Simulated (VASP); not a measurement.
Output of a VASP run:

**OSZICAR**
```
       N       E                     dE             d eps       ncg     rms          rms(c)
DAV:   1     0.151593426224E+03    0.15159E+03   -0.93843E+03   560   0.139E+03
DAV:   2     0.334647925600E+01   -0.14825E+03   -0.14563E+03   590   0.335E+02
DAV:   3    -0.735204588033E+01   -0.10699E+02   -0.10477E+02   728   0.960E+01
DAV:   4    -0.764237338357E+01   -0.29033E+00   -0.29024E+00   738   0.194E+01
DAV:   5    -0.764939033836E+01   -0.70170E-02   -0.70169E-02   752   0.248E+00    0.318E+00
DAV:   6    -0.751955142066E+01    0.12984E+00   -0.31640E-01   766   0.450E+00    0.197E+00
DAV:   7    -0.751618099537E+01    0.33704E-02   -0.89359E-02   642   0.167E+00    0.906E-01
DAV:   8    -0.751822582623E+01   -0.20448E-02   -0.10028E-02   632   0.120E+00    0.152E-01
DAV:   9    -0.751813529624E+01    0.90530E-04   -0.13631E-03   852   0.443E-01    0.646E-02
DAV:  10    -0.751817078339E+01   -0.35487E-04   -0.14909E-04   584   0.105E-01    0.209E-02
DAV:  11    -0.751817790072E+01   -0.71173E-05   -0.51037E-05   686   0.688E-02    0.170E-02
DAV:  12    -0.751817762190E+01    0.27881E-06   -0.32299E-06   662   0.127E-02    0.123E-02
DAV:  13    -0.751817686470E+01    0.75720E-06   -0.93743E-07   680   0.860E-03    0.366E-03
DAV:  14    -0.751817692653E+01   -0.61834E-07   -0.64854E-07   672   0.719E-03
   1 F= -.80497171E+01 E0= -.80497171E+01  d E =-.662159E-13
```

**OUTCAR**
```
------------------------ aborting loop because EDIFF is reached ----------------------------------------
 Edisp (eV)   -0.53154
  FORCE on cell =-STRESS in cart. coord.  units (eV):
  Direction    XX          YY          ZZ          XY          YZ          ZX
  --------------------------------------------------------------------------------------
  Total      -0.00129    -0.00129    -0.00129    -0.00000     0.00000     0.00000
  in kB      -0.02994    -0.02994    -0.02994    -0.00000     0.00000     0.00000
  external pressure =       -0.03 kB  Pullay stress =        0.00 kB
  volume of cell :       69.05
      direct lattice vectors                 reciprocal lattice vectors
     0.000000000  3.256152764  3.256152764    -0.153555449  0.153555449  0.153555449
     3.256152764  0.000000000  3.256152764     0.153555449 -0.153555449  0.153555449
     3.256152764  3.256152764  0.000000000     0.153555449  0.153555449 -0.153555449
  FREE ENERGIE OF THE ION-ELECTRON SYSTEM (eV)
  ---------------------------------------------------
  free  energy   TOTEN  =        -8.0497171347 eV

  energy  without entropy=       -8.0497171347  energy(sigma->0) =       -8.04971713
```
(Selected blocks of OUTCAR.)

File POSCAR:
```
PbTe
1
    0.0000000000     3.2561527637     3.2561527637
    3.2561527637     0.0000000000     3.2561527637
    3.2561527637     3.2561527637     0.0000000000
Te Pb
1 1
Direct
  0.5000000000   0.5000000000   0.5000000000
  0.0000000000   0.0000000000   0.0000000000
```

Q: Write an INCAR and KPOINTS that could have produced this output.

A: This is not unique; one that fits is the input of the run itself, PBE GGA with D3 dispersion (zero damping), plane waves, VASP's PBE PAW potentials (set 64).

File KPOINTS:
```
Automatic mesh
0
Gamma
7 7 7
0 0 0
```

INCAR:
```
ISIF = 2   ! forces and stress, cell fixed
IVDW = 11   ! D3, zero damping
SIGMA = 0.05   ! width (eV)
ISMEAR = 0   ! Gaussian
LCHARG = .False.
PREC = Accurate
ENCUT = 520
NELM = 100   ! most electronic steps
LMAXMIX = 4   ! l cut-off of mixed one-centre charges
LASPH = .True.   ! aspherical one-centre terms
ALGO = Normal   ! blocked Davidson
LWAVE = .False.
EDIFF = 1E-7
GGA = PE   ! PBE
LREAL = .False.   ! projection in real space or not
SYSTEM = PbTe
```

POTCAR, in this order: Te Pb_d (PBE.64 set). Program: vasp_std.

The compound is PbTe in the rock salt structure. It was relaxed first.
